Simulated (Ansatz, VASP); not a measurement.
One calculation of NbRu3C, two programs

```xyz
5
Lattice="4.1964 0.0000 0.0000 0.0000 4.1964 0.0000 0.0000 0.0000 4.1964" Properties=species:S:1:pos:R:3 pbc="T T T"
Nb    0.0000    0.0000    0.0000
Ru    0.0000    2.0982    2.0982
Ru    2.0982    0.0000    2.0982
Ru    2.0982    2.0982    0.0000
C     2.0982    2.0982    2.0982
```

The cell comes from a database or a generator and needn't be the stable form of this composition.

Alike in both runs: task single point; functional PBE; k mesh 6 × 6 × 6; occupations methfessel-paxton of order 1, width 0.05 eV; no spin polarisation.

```csv
,VASP,Ansatz
version,VASP 6.6.1,Ansatz 0.2.0
potentials or method,"VASP PAW PBE potentials, release 64 (Nb_sv, Ru_pv, C)","plane waves, PAW"
plane-wave cutoff (eV),520,550
valence electrons in the cell,59,65
```

|  | VASP | Ansatz | Ansatz less VASP |
| --- | --- | --- | --- |
| pressure (GPa) | -23.8 | -23.7 | +0.09 |

With one functional, cell and mesh, what is left measures potentials, basis and numerics. The two sets of potentials don't hold the same shells in valence. Ansatz warned: «stress_scf_threshold_loose».

Caveats: so large a pressure means that the cell lies far from this level's equilibrium, or that cutoff or potentials fall short (VASP).
